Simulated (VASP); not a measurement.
# NiS (P6_3/mmc) in VASP: further runs, part 2 of 2

VASP 6.6.1. The steps go on from the part before.

## (3) Single point, LDA+U, collinear spin, zero start

File INCAR:

```
ALGO = Fast
EDIFF = 1E-6
ENCUT = 520
GGA = CA
ISIF = 2
ISMEAR = 0
ISPIN = 2
LASPH = True
LCHARG = False
LDAU = True
LDAUJ = 0 0
LDAUL = 2 -1
LDAUPRINT = 1
LDAUTYPE = 2
LDAUU = 4 0
LMAXMIX = 4
LORBIT = 11
LREAL = False
LWAVE = False
MAGMOM = 0 0 0 0
NBANDS = 28
NELM = 150
NUPDOWN = 0.0
PREC = Accurate
SIGMA = 0.05
```

File KPOINTS:

```
k-points
0
Gamma
  6 6 4
```

File POSCAR:

```
NiS
1.0
    3.4250012100      0.0000000000      0.0000000000
   -1.7125006100      2.9661380600      0.0000000000
    0.0000000000      0.0000000000      5.3399998700
Ni S
2 2
Direct
    0.0000000000      0.0000000000      0.0000000000
    0.0000000000      0.0000000000      0.5000000000
    0.3333333333      0.6666666667      0.2500000000
    0.6666666667      0.3333333333      0.7500000000
```

Potentials or basis: VASP PAW LDA potentials, release 64 (Ni, S).

Command:

```console
> cat potpaw_LDA.64/Ni/POTCAR potpaw_LDA.64/S/POTCAR > POTCAR
> mpirun -np 1 vasp_std > vasp.out
```

OUTCAR:

```text
EDIFF = 1E-6
   ENCUT = 520
   GGA = CA
   ISIF = 2
   ISMEAR = 0
   ISPIN = 2
   LASPH = True
   LORBIT = 11
   LREAL = False
   NELM = 150
   NUPDOWN = 0.0
   PREC = Accurate

 ion  position               nearest neighbor table
   1  0.000  0.000  0.000-   4 2.39   3 2.39   4 2.39   3 2.39   4 2.39   3 2.39   2 2.67   2 2.67

   2  0.000  0.000  0.500-   4 2.39   3 2.39   4 2.39   3 2.39   4 2.39   3 2.39   1 2.67   1 2.67

   3  0.333  0.667  0.250-   1 2.39   2 2.39   1 2.39   2 2.39   1 2.39   2 2.39
   4  0.667  0.333  0.750-   1 2.39   2 2.39   1 2.39   2 2.39   1 2.39   2 2.39

  LATTYP: Found a hexagonal cell.
 ALAT       =     3.4250012100
 C/A-ratio  =     1.5591234988

  Lattice vectors:

 A1 = (   3.4250012100,   0.0000000000,   0.0000000000)
 A2 = (  -1.7125006100,   2.9661380600,   0.0000000000)
 A3 = (   0.0000000000,   0.0000000000,   5.3399998700)

Analysis of symmetry for initial positions (statically):
=====================================================================
 Subroutine PRICEL returns:
 Original cell was already a primitive cell.

 Routine SETGRP: Setting up the symmetry group for a
 hexagonal supercell.

 Subroutine GETGRP returns: Found 24 space group operations
 (whereof 12 operations were pure point group operations)
 out of a pool of 24 trial point group operations.

The static configuration has the point symmetry D_3d.
 The point group associated with its full space group is D_6h.

Analysis of symmetry for dynamics (positions and initial velocities):
=====================================================================
 Subroutine PRICEL returns:
 Original cell was already a primitive cell.

 Routine SETGRP: Setting up the symmetry group for a
 hexagonal supercell.

 Subroutine GETGRP returns: Found 24 space group operations
 (whereof 12 operations were pure point group operations)
 out of a pool of 24 trial point group operations.

The dynamic configuration has the point symmetry D_3d.
 The point group associated with its full space group is D_6h.

Analysis of structural, dynamic, and magnetic symmetry:
=====================================================================
 Subroutine PRICEL returns:
 Original cell was already a primitive cell.

 Routine SETGRP: Setting up the symmetry group for a
 hexagonal supercell.

 Subroutine GETGRP returns: Found 24 space group operations
 (whereof 12 operations were pure point group operations)
 out of a pool of 24 trial point group operations.

The overall configuration has the point symmetry D_3d.
 The point group associated with its full space group is D_6h.

 Subroutine INISYM returns: Found 24 space group operations
 (whereof 12 operations are pure point group operations),
 and found     1 'primitive' translations

[... 177 lines left out ...]
spin component  1

  0.8754 -0.0000  0.0000 -0.0817  0.0000
 -0.0000  0.8150 -0.0000 -0.0000 -0.0817
  0.0000 -0.0000  0.9362 -0.0000  0.0000
 -0.0817 -0.0000 -0.0000  0.8150  0.0000
  0.0000 -0.0817  0.0000  0.0000  0.8754

spin component  2

  0.8754 -0.0000  0.0000 -0.0817  0.0000
 -0.0000  0.8150 -0.0000 -0.0000 -0.0817
  0.0000 -0.0000  0.9362 -0.0000  0.0000
 -0.0817 -0.0000 -0.0000  0.8150  0.0000
  0.0000 -0.0817  0.0000  0.0000  0.8754

 occupancies and eigenvectors

  o =  0.7580  v =  0.0000  0.0000  0.0000  0.0000  0.0000  0.5175  0.3488 -0.0000  0.7426  0.2431      0.0000  0.0000  0.0000  0.0000  0.0000  0.0000  0.0000  0.0000  0.0000  0.0000
  o =  0.7580  v =  0.0000  0.0000  0.0000  0.0000  0.0000 -0.2431  0.7426 -0.0000 -0.3488  0.5175      0.0000  0.0000  0.0000  0.0000  0.0000  0.0000  0.0000  0.0000  0.0000  0.0000
  o =  0.7581  v =  0.5175  0.3488 -0.0000  0.7426  0.2431  0.0000  0.0000  0.0000  0.0000  0.0000      0.0000  0.0000  0.0000  0.0000  0.0000  0.0000  0.0000  0.0000  0.0000  0.0000
  o =  0.7581  v = -0.2431  0.7426 -0.0000 -0.3488  0.5175  0.0000  0.0000  0.0000  0.0000  0.0000      0.0000  0.0000  0.0000  0.0000  0.0000  0.0000  0.0000  0.0000  0.0000  0.0000
  o =  0.9323  v =  0.0000  0.0000  0.0000  0.0000  0.0000  0.7426 -0.2431 -0.0000 -0.5175  0.3488      0.0000  0.0000  0.0000  0.0000  0.0000  0.0000  0.0000  0.0000  0.0000  0.0000
  o =  0.9323  v =  0.0000  0.0000  0.0000  0.0000  0.0000 -0.3488 -0.5175 -0.0000  0.2431  0.7426      0.0000  0.0000  0.0000  0.0000  0.0000  0.0000  0.0000  0.0000  0.0000  0.0000
  o =  0.9323  v =  0.7426 -0.2431 -0.0000 -0.5175  0.3488  0.0000  0.0000  0.0000  0.0000  0.0000      0.0000  0.0000  0.0000  0.0000  0.0000  0.0000  0.0000  0.0000  0.0000  0.0000
  o =  0.9323  v = -0.3488 -0.5175 -0.0000  0.2431  0.7426  0.0000  0.0000  0.0000  0.0000  0.0000      0.0000  0.0000  0.0000  0.0000  0.0000  0.0000  0.0000  0.0000  0.0000  0.0000
  o =  0.9362  v =  0.0000  0.0000  0.0000  0.0000  0.0000  0.0000 -0.0000  1.0000 -0.0000  0.0000      0.0000  0.0000  0.0000  0.0000  0.0000  0.0000  0.0000  0.0000  0.0000  0.0000
  o =  0.9362  v =  0.0000 -0.0000  1.0000 -0.0000  0.0000  0.0000  0.0000  0.0000  0.0000  0.0000      0.0000  0.0000  0.0000  0.0000  0.0000  0.0000  0.0000  0.0000  0.0000  0.0000

 number of electron      31.9999984 magnetization       0.0000000

 Free energy of the ion-electron system (eV)
  ---------------------------------------------------
  ext. energy  EPLUGINS =         0.00000000
  ---------------------------------------------------
  free energy    TOTEN  =       -19.26032858 eV

  energy without entropy =      -19.25694491  energy(sigma->0) =      -19.25863675

 E-fermi :   7.9888     XC(G=0): -12.0153

 val. band max:        7.9685318970   @ k =   0.3333  -0.0000   0.5000
 cond. band min:       8.0444992235   @ k =   0.3333   0.1667   0.2500
 fundamental gap:      0.0759673265
 Fermi energy:         7.9888350374

 spin component 1

 k-point     1 :       0.0000    0.0000    0.0000
  band No.  band energies     occupation
      1      -7.3965      1.00000
      2      -5.1472      1.00000
      3       0.4784      1.00000
      4       3.2583      1.00000
      5       3.2583      1.00000
      6       4.2028      1.00000
[... 640 lines left out ...]
     27      20.9500      0.00000
     28      20.9500      0.00000
 Fermi energy:         7.9888383539

 spin component 2

 k-point     1 :       0.0000    0.0000    0.0000
  band No.  band energies     occupation
      1      -7.3965      1.00000
      2      -5.1472      1.00000
      3       0.4784      1.00000
      4       3.2583      1.00000
      5       3.2583      1.00000
      6       4.2029      1.00000
[... 640 lines left out ...]
     27      20.9500      0.00000
     28      20.9500      0.00000

------------------------ aborting loop because EDIFF is reached ----------------------------------------

  FORCE on cell =-STRESS in cart. coord.  units (eV):
  Direction    XX          YY          ZZ          XY          YZ          ZX
  --------------------------------------------------------------------------------------
  -------------------------------------------------------------------------------------
  Total       -5.0559308     -5.0559308     -6.5418289      0.0000000     -0.0000000      0.0000000
  in kB     -149.3201324   -149.3201328   -193.2041382      0.0000003     -0.0000000      0.0000000
  external PRESSURE =    -163.9481345 kB  Pullay stress =       0.0000000 kB

 VOLUME and BASIS-vectors are now :
 -----------------------------------------------------------------------------
  energy-cutoff  :      520.00
  volume of cell :       54.25
      direct lattice vectors                 reciprocal lattice vectors
     3.425001210  0.000000000  0.000000000     0.291970700  0.168569362  0.000000000
    -1.712500610  2.966138060  0.000000000     0.000000000  0.337138724  0.000000000
     0.000000000  0.000000000  5.339999870     0.000000000  0.000000000  0.187265922

 POSITION                                       TOTAL-FORCE (eV/Angst)
 -----------------------------------------------------------------------------------
      0.00000      0.00000      0.00000        -0.000000      0.000000      0.000000
      0.00000      0.00000      2.67000        -0.000000      0.000000      0.000000
     -0.00000      1.97743      1.33500        -0.000000     -0.000000      0.000000
      1.71250      0.98871      4.00500         0.000000     -0.000000      0.000000
 -----------------------------------------------------------------------------------
    total drift:                               -0.000000     -0.000000     -0.000000

  FREE ENERGIE OF THE ION-ELECTRON SYSTEM (eV)
  ---------------------------------------------------
  free  energy   TOTEN  =       -19.2603285813 eV

  energy  without entropy=      -19.2569449145  energy(sigma->0) =      -19.25863675

 total charge

# of ion       s       p       d       tot
------------------------------------------
    1        0.369   0.433   8.602   9.404
    2        0.369   0.433   8.602   9.404
    3        1.354   2.254   0.000   3.608
    4        1.354   2.254   0.000   3.608
--------------------------------------------------
tot          3.444   5.375  17.203  26.023

 magnetization (x)

# of ion       s       p       d       tot
------------------------------------------
    1       -0.000   0.000   0.000   0.000
    2       -0.000   0.000   0.000   0.000
    3       -0.000  -0.000   0.000  -0.000
    4       -0.000  -0.000   0.000  -0.000
--------------------------------------------------
tot         -0.000  -0.000   0.000   0.000
```

Run time: 29 s. Hardware: 1 thread of Intel Xeon 6975P-C (Granite Rapids), shared host; peak memory 0.18 GiB.

What came out:

```yaml
Free_energy: -19.2603 eV
Pressure: -16.4 GPa
Net_moment: 0.00 μB per cell
Valence_electrons_inside_the_program's_atomic_spheres: Ni 9.40; S 3.61
```

Stress tensor (GPa, compression positive):
```
-14.93   0.00   0.00
  0.00 -14.93   0.00
  0.00   0.00 -19.32
```

Eigenvalues of the final occupation matrices:
| site | spin | trace | eigenvalues |
| --- | --- | --- | --- |
| site 1 d | 1 | 4.32 | 0.76 0.76 0.93 0.93 0.94 |
| site 1 d | 2 | 4.32 | 0.76 0.76 0.93 0.93 0.94 |
| site 2 d | 1 | 4.32 | 0.76 0.76 0.93 0.93 0.94 |
| site 2 d | 2 | 4.32 | 0.76 0.76 0.93 0.93 0.94 |

Caveat: the total moment is fixed, so each spin has its own Fermi level. The state reached can hang on the start; a lower one may exist.

## (4) Single point, LDA+U, collinear spin, twin_end start

File INCAR:

```
ALGO = Fast ; EDIFF = 1E-7
ENCUT = 520 ; ISIF = 2
ISMEAR = 0 ; ISPIN = 2
LASPH = True ; LCHARG = False
LDAU = True ; LDAUJ = 0 0
LDAUL = 2 -1 ; LDAUPRINT = 1
LDAUTYPE = 2 ; LDAUU = 4 0
LMAXMIX = 4 ; LORBIT = 11
LREAL = False ; LWAVE = False
MAGMOM = 0.71 0.71 0.11 0.11 ; NBANDS = 28
NELM = 150 ; PREC = Accurate
SIGMA = 0.05
```

KPOINTS is that of step 3.

POSCAR is that of step 3.

Command:

```console
> cat potpaw_LDA.64/Ni/POTCAR potpaw_LDA.64/S/POTCAR > POTCAR
> mpirun -np 1 vasp_std > vasp.out
```

It took 37 s on 1 thread of Intel Xeon 6975P-C (Granite Rapids), shared host; peak memory 0.18 GiB.

Results (log left out):

* Free energy: -19.2613 eV
* Pressure: -15.9 GPa
* Band gap on the k mesh: none (metal or under the smearing width)
* Net moment: 0.50 μB per cell
* Site moments: Ni +0.22; S +0.02 μB
* Valence electrons inside the program's atomic spheres: Ni 9.40; S 3.61

Stress tensor (GPa, compression positive):
```
-14.32   0.00   0.00
  0.00 -14.32   0.00
  0.00   0.00 -19.20
```

Levels at points of the mesh, in eV from the Fermi level:
Spin up:
```
           k point  band 12  band 13  band 14  band 15  band 16  band 17  band 18  band 19  band 20  band 21
(0.00, 0.00, 0.00)    -2.08    -1.21    -1.21    -1.09    -0.63     1.46     1.46     4.05     4.64     7.20
(0.50, 0.00, 0.00)    -2.28    -2.22    -2.15    -1.91    -1.06     0.43     1.54     4.92     4.95     5.18
(0.00, 0.00, 0.50)    -2.74    -1.95    -1.95     0.58     0.58     0.58     0.58     5.56     5.56     7.76
(0.50, 0.00, 0.50)    -2.30    -2.14    -2.14    -0.42    -0.42     0.27     0.27     3.88     3.88     6.65
```
Spin down:
| k point | band 12 | band 13 | band 14 | band 15 | band 16 | band 17 | band 18 | band 19 | band 20 | band 21 |
| --- | --- | --- | --- | --- | --- | --- | --- | --- | --- | --- |
| (0.00, 0.00, 0.00) | -1.48 | -1.17 | -1.17 | -0.93 | -0.62 | 1.76 | 1.76 | 4.07 | 4.68 | 7.24 |
| (0.50, 0.00, 0.00) | -2.08 | -2.04 | -1.72 | -1.49 | -0.44 | 0.72 | 1.90 | 4.98 | 4.99 | 5.28 |
| (0.00, 0.00, 0.50) | -2.47 | -1.83 | -1.83 | 0.87 | 0.87 | 0.87 | 0.87 | 5.60 | 5.60 | 7.81 |
| (0.50, 0.00, 0.50) | -2.13 | -1.98 | -1.98 | -0.02 | -0.02 | 0.68 | 0.68 | 3.92 | 3.92 | 6.71 |

Eigenvalues of the final occupation matrices:
| site | spin | trace | eigenvalues |
| --- | --- | --- | --- |
| site 1 d | 1 | 4.42 | 0.81 0.81 0.94 0.94 0.94 |
| site 1 d | 2 | 4.21 | 0.71 0.71 0.93 0.93 0.93 |
| site 2 d | 1 | 4.42 | 0.81 0.81 0.94 0.94 0.94 |
| site 2 d | 2 | 4.21 | 0.71 0.71 0.93 0.93 0.93 |

## (5) Overview

```csv
spin,fixed moment (μB),gap on the mesh (eV),pressure (GPa),moment (μB)
"collinear, typed start",-,none,-12.2,1.93
"collinear, zero start",0.0,-,-16.4,0.00
"collinear, twin_end start",-,none,-15.9,0.50
```

Alike in all rows: task single point; level LDA+U; potentials or basis VASP PAW LDA potentials, release 64 (Ni, S); Ni d U = 4.0 eV; cell as given; k mesh 6 × 6 × 4; cutoff (eV) 520; smearing gaussian 0.05 eV.

Caveats: the total moment is fixed, so each spin has its own Fermi level (some runs).

Absolute energies hang on the potentials; compare differences alone.
